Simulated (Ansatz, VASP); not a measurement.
## One calculation of BeN, two programs

File INCAR:

```
PREC = Accurate ; ENCUT = 520
EDIFF = 1E-6 ; ISMEAR = 0
SIGMA = 0.1 ; LREAL = F
LASPH = T ; NELM = 100
ALGO = Normal ; ISIF = 2
LWAVE = F ; LCHARG = F
GGA = PE ; NBANDS = 10
```

File KPOINTS:

```
regular mesh
0
Gamma
  9 9 9
```

POSCAR

```
BeN
1.0
    1.3825000000      0.7981867500      2.2746463600
   -1.3825000000      0.7981867500      2.2746463600
    0.0000000000     -1.5963734900      2.2746463600
Be N
1 1
Direct
    0.0000000000      0.0000000000      0.0000000000
    0.7512433800      0.7512433800      0.7512433800
```

Input for Ansatz:

```yaml
crystal:
  lattice:
    - [1.3825, 0.79818675, 2.27464636]
    - [-1.3825, 0.79818675, 2.27464636]
    - [0.0, -1.59637349, 2.27464636]
  atoms:
    - { symbol: Be, position: [0.0, 0.0, 0.0] }
    - { symbol: "N", position: [0.75124338, 0.75124338, 0.75124338] }
basis:
  ecutwfc: 420
kpoints:
  mp_grid: { grid: [9, 9, 9] }
hamiltonian:
  xc: pbe
scf:
  occupations: { method: gaussian, width: 0.1 }
  lower_state_search: "off"
output:
  forces: true
  stress: true
  eigenvalues: true
```

Alike in both runs: task single point; functional PBE; k mesh 9 × 9 × 9; occupations gaussian, width 0.1 eV; no spin polarisation.

|  | VASP | Ansatz |
| --- | --- | --- |
| version | VASP 6.6.1 | Ansatz 0.2.0 |
| potentials or method | VASP PAW PBE potentials, release 64 (Be, N) | scalar-relativistic, plane waves, PAW |
| plane-wave cutoff (eV) | 520 | 420 |
| valence electrons in the cell | 7 | 7 |

|  | VASP | Ansatz | Ansatz less VASP |
| --- | --- | --- | --- |
| gap on the k mesh at the Fermi level (eV) | none | none | - |
| pressure (GPa) | 5.3 | 5.1 | -0.17 |
| largest component of the traceless stress (GPa) | 0.22 | 0.22 | 0.000 |
| rms of the force components (eV/Å) | 0.040 | 0.040 | -0.0001 |

Atom by atom the forces differ by 0.000 eV/Å (rms over components). A gap of «none» marks a metal or a gap that the smearing closes.
